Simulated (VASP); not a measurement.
Consider the following.

```yaml
crystal:
  lattice:
    - [-2.42986, 2.42986, 6.01786]
    - [2.42986, -2.42986, 6.01786]
    - [2.42986, 2.42986, -6.01786]
  atoms:
    - { symbol: Sr, position: [0.00000, 0.00000, 0.00000] }
    - { symbol: In, position: [0.25000, 0.75000, 0.50000] }
    - { symbol: In, position: [0.75000, 0.25000, 0.50000] }
    - { symbol: In, position: [0.38549, 0.38549, 0.00000] }
    - { symbol: In, position: [0.61451, 0.61451, 0.00000] }
```

Calculation: PBEsol GGA with spin-orbit coupling, VASP's PBE PAW potentials (set 64) (plane waves; VASP). Numerical set-up: 400 eV cut-off, 8×8×8 Γ-centred mesh, Gaussian smearing of 0.050 eV, potentials Sr_sv In_d.

Problem. Give the energies of bands 57 to 70 at the high-symmetry points, in eV from the Fermi level.

Solution. 
| band | Γ | X | P | N | M | S | R |
|---|---|---|---|---|---|---|---|
| 57 | -2.08 | -3.00 | -2.83 | -1.17 | -2.24 | -1.51 | -3.28 |
| 58 | -2.08 | -3.00 | -2.83 | -1.17 | -2.24 | -1.51 | -3.28 |
| 59 | -1.99 | -2.47 | -2.14 | -0.57 | -0.36 | -1.38 | -2.17 |
| 60 | -1.99 | -2.47 | -2.14 | -0.57 | -0.36 | -1.38 | -2.17 |
| 61 | 0.03 | -1.73 | -2.14 | -0.02 | 0.00 | -0.27 | -1.63 |
| 62 | 0.03 | -1.73 | -2.14 | -0.02 | 0.00 | -0.27 | -1.63 |
| 63 | 0.19 | 0.64 | -0.18 | 0.00 | 0.87 | 0.41 | 0.63 |
| 64 | 0.19 | 0.64 | -0.18 | 0.00 | 0.87 | 0.41 | 0.63 |
| 65 | 0.49 | 1.28 | 2.09 | 0.42 | 1.29 | 0.82 | 1.28 |
| 66 | 0.49 | 1.28 | 2.09 | 0.42 | 1.29 | 0.82 | 1.28 |
| 67 | 1.05 | 1.44 | 2.10 | 0.53 | 1.44 | 1.51 | 1.67 |
| 68 | 1.05 | 1.44 | 2.10 | 0.53 | 1.44 | 1.51 | 1.67 |
| 69 | 1.98 | 3.05 | 3.13 | 1.62 | 1.87 | 2.02 | 3.21 |
| 70 | 1.98 | 3.05 | 3.13 | 1.62 | 1.87 | 2.02 | 3.21 |

It has no gap at this level: it comes out as a metal or semimetal.

The structure comes from a computed database's SrIn4 entry (I4/mmm); how it stands against other phases isn't given here. It was relaxed first.
